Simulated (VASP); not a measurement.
An input for Quantum ESPRESSO's pw.x (written as the equivalent of a VASP run, and not itself run):

```
&CONTROL
  calculation = 'vc-relax'
  pseudo_dir = './pseudo'
  outdir = './out'
  tprnfor = .true.
  tstress = .true.
  nstep = 40
  forc_conv_thr = 0.00039
/
&SYSTEM
  ibrav = 0
  nat = 4
  ntyp = 2
  ecutwfc = 82
  occupations = 'smearing'
  smearing = 'gaussian'
  degauss = 0.003675
  input_dft = 'pbesol'
/
&ELECTRONS
  conv_thr = 7.3e-09
  electron_maxstep = 100
/
&IONS
/
&CELL
  press = 20
/
ATOMIC_SPECIES
  Sn 118.710 Sn.upf
  C 12.011 C.upf
CELL_PARAMETERS angstrom
     3.5518743    0.0000000    0.0000000
    -1.7759376    3.0760131    0.0000000
     0.0000000    0.0000000    5.8180703
ATOMIC_POSITIONS crystal
  Sn   0.6666670  0.3333330  0.0002103
  Sn   0.3333330  0.6666670  0.5002103
  C    0.6666670  0.3333330  0.6249897
  C    0.3333330  0.6666670  0.1249897
K_POINTS automatic
  8 8 4 0 0 0
```

Q: Translate this input to VASP (INCAR, KPOINTS, POSCAR, choice of POTCAR).

A: This is not unique; one that fits is 
File POSCAR:
```
SnC
1
    3.5518742617     0.0000000045     0.0000000000
   -1.7759376230     3.0760130652     0.0000000000
    0.0000000000     0.0000000000     5.8180703461
Sn C
2 2
Direct
  0.6666670000   0.3333330000   0.0002102725
  0.3333330000   0.6666670000   0.5002102725
  0.6666670000   0.3333330000   0.6249897275
  0.3333330000   0.6666670000   0.1249897275
```

### KPOINTS
```
Automatic mesh
0
Gamma
  8 8 4
```

**INCAR**
```
SYSTEM=SnC
PREC=Accurate; ENCUT=600; LREAL=.FALSE.
LASPH=.TRUE.
EDIFF=1E-7; NELM=100; ALGO=Normal
LMAXMIX=4
ISMEAR=0; SIGMA=0.05
GGA=PS
IBRION=2; NSW=40; ISIF=3
EDIFFG=-0.01; PSTRESS=20
LWAVE=.FALSE.; LCHARG=.FALSE.
```

POTCAR, in this order: Sn_d C (PBE.64 set). Program: vasp_std.

What does not carry over: the potentials are each code's own (VASP's PAW set, PseudoDojo norm-conserving files in pw.x), so ENCUT and ecutwfc are chosen apart and not converted; conv_thr bounds pw.x's estimated SCF error, while EDIFF bounds the energy change between steps; forc_conv_thr acts on force components and is met together with etot_conv_thr.

The structure was generated: SnC was put into the wurtzite type (P6_3mc), which need not be its known phase. This run relaxes it under an external pressure of 2 GPa. Symmetry was kept, so distortions that lower it aren't found.
